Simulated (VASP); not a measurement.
Data:

```
CELL_PARAMETERS angstrom
      1.20787    -2.09209     0.00000
      1.20787     2.09209     0.00000
      0.00000     0.00000     8.58933
ATOMIC_POSITIONS crystal
  C  0.00000 0.00000 0.25000
  C  0.00000 0.00000 0.75000
  C  0.33333 0.66667 0.25000
  C  0.66667 0.33333 0.75000
```

These are TPSS meta-GGA, VASP's PBE PAW potentials (set 64) (plane waves; VASP 6.6.1) values and carry that method's errors. Settings: 520 eV cut-off, 10×10×3 Γ-centred mesh, Gaussian smearing of 0.050 eV, potentials C.

Without a dispersion term in the relaxation, distances and binding between the weakly bound layers, chains or molecules are unreliable, and so is what depends on them.

Task: The ions and cell shape at fixed volume are relaxed. Predict the relaxed structure.

Result: 
```
CELL_PARAMETERS angstrom
      1.23235    -2.13449     0.00000
      1.23235     2.13449     0.00000
      0.00000     0.00000     8.25146
ATOMIC_POSITIONS crystal
  C  0.00000 0.00000 0.25000
  C  0.00000 0.00000 0.75000
  C  0.33333 0.66667 0.25000
  C  0.66667 0.33333 0.75000
```
Space group P6_3/mmc (194), at a tolerance of 0.03 Å.

Task: How much energy does the relaxation gain?

Result: The energy (σ→0) changes by -28.5 meV/atom, in 3 ionic steps.

The compound is C in the graphite structure. This cell is one point of a volume scan, at 0.94 of the reference volume. Symmetry was kept, so distortions that lower it aren't found.
